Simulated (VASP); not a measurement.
An input for Ansatz (written as the equivalent of a VASP run, and not itself run):

Ansatz 0.2 input:
```yaml
crystal:
  lattice:
    - [3.1500720, 0.0000000, 0.0000000]
    - [-1.5750360, 2.7280420, 0.0000000]
    - [0.0000000, 0.0000000, 13.0321100]
  atoms:
    - { symbol: Mo, position: [0.0000000, 0.0000000, 0.2500000] }
    - { symbol: Mo, position: [0.0000000, 0.0000000, 0.7500000] }
    - { symbol: S, position: [0.3333330, 0.6666670, 0.3677400] }
    - { symbol: S, position: [0.6666670, 0.3333330, 0.6322600] }
    - { symbol: S, position: [0.6666670, 0.3333330, 0.8677400] }
    - { symbol: S, position: [0.3333330, 0.6666670, 0.1322600] }
kpoints:
  mp_grid: { grid: [6, 6, 6], shift: [0.5, 0.5, 0.5] }
hamiltonian:
  xc: pbe
  pseudopotentials: { kind: paw }
scf:
  occupations: { method: methfessel_paxton, width: 0.2 }
  max_iter: 100
relax:
  max_steps: 50
  f_tol: 0.01
  cell: {}
output: { forces: true, stress: true, eigenvalues: true }
```

### Question
Write the VASP files for the same calculation (PBE).

### Answer
One answer among several that fit: 
**INCAR**
```
! general
SYSTEM  = MoS2
PREC    = Accurate
ENCUT   = 180
LREAL   = F
LASPH   = T

! electronic loop
EDIFF   = 1E-6
NELM    = 100
ALGO    = Normal
LMAXMIX = 4

! smearing
ISMEAR  = 1
SIGMA   = 0.2

! functional
GGA     = PE

! ions
IBRION  = 2
NSW     = 50
ISIF    = 3
EDIFFG  = -0.01

! output
LWAVE   = F
LCHARG  = F
```

### POSCAR
```
MoS2
1.0
  3.1500720000   0.0000000000   0.0000000000
 -1.5750360000   2.7280420000   0.0000000000
  0.0000000000   0.0000000000  13.0321100000
Mo S
2 4
Cart
  0.0000000000   0.0000000000   3.2580275000
  0.0000000000   0.0000000000   9.7740825000
 -0.0000015750   1.8186955760   4.7924281314
  1.5750375750   0.9093464240   8.2396818686
  1.5750375750   0.9093464240  11.3084831314
 -0.0000015750   1.8186955760   1.7236268686
```

### KPOINTS
```
Automatic
0
gamma
6 6 6
0.5 0.5 0.5
```

POTCAR, in this order: Mo_sv S (PBE.64 set). Program: vasp_std.

Limits of the translation: each code has its own PAW files, so the cut-off isn't converted (ENCUT is set for VASP's; basis.ecutwfc is left out, and Ansatz then takes the one that its files recommend); Ansatz stops its SCF on the density residual and VASP on the energy change (EDIFF).

The structure comes from a computed database's MoS2 entry; how it stands against other phases isn't given here. This run relaxes it. Symmetry was kept, so distortions that lower it aren't found. The run is one of a series of settings (EDIFFG = -0.01, ENCUT = 180, IBRION = 2, ISIF = 3, ISMEAR = 1, NSW = 50, SIGMA = 0.2, KPOINTS 6×6×6 Γ-centred mesh shifted by (0.5, 0.5, 0.5) against the base run), some of them coarse on purpose.
